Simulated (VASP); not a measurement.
Crystal: CdS (e600).

```xyz
4
Lattice="4.1500 0.0000 0.0000 -2.0750 3.5940 0.0000 0.0000 0.0000 6.7370" Properties=species:S:1:pos:R:3 pbc="T T T"
Cd    0.0000    2.3960    0.0000
Cd    2.0750    1.1980    3.3685
S     0.0000    2.3960    2.5264
S     2.0750    1.1980    5.8949
```

```yaml
Program: VASP 6.6.1
Task: relaxation of cell and atoms
Functional: PBE
Potentials_or_basis: VASP PAW PBE potentials, release 64 (Cd, S)
Cutoff: 600 eV
k_mesh: 9 × 9 × 4
Occupations: gaussian, width 0.02 eV
Spin: no spin polarisation
```

At the start: pressure 2.4 GPa; volume 25.12 Å³/atom.

Task: Where does the relaxation end?

Result: Over 9 steps the energy falls by 7.7 meV/atom and the volume is 26.17 Å³/atom (+4.2 %); space group P6_3mc (No. 186, to 0.05 Å).

The path:
| step | energy change (eV) | largest force (eV/Å) | pressure (GPa) | volume (Å³) |
| --- | --- | --- | --- | --- |
| 1 | 0.0000 | 0.0696 | 2.39 | 100.48 |
| 2 | -0.0278 | 0.0020 | -0.67 | 106.02 |
| 3 | -0.0307 | 0.0150 | 0.00 | 104.66 |
| 4 | -0.0307 | 0.0141 | -0.05 | 104.74 |
| 5 | -0.0308 | 0.0072 | 0.01 | 104.63 |
| 6 | -0.0308 | 0.0064 | 0.02 | 104.62 |
| 7 | -0.0308 | 0.0040 | 0.01 | 104.64 |
| 8 | -0.0308 | 0.0018 | -0.02 | 104.69 |
| 9 | -0.0308 | 0.0007 | 0.00 | 104.67 |

Final structure:
```
Cd S
1.0
     4.20294    0.00000    0.00000
    -2.10147    3.63985    0.00000
     0.00000    0.00000    6.84183
Cd S
2 2
Direct
  0.33333 0.66667 0.99924
  0.66667 0.33333 0.49924
  0.33333 0.66667 0.37576
  0.66667 0.33333 0.87576
```
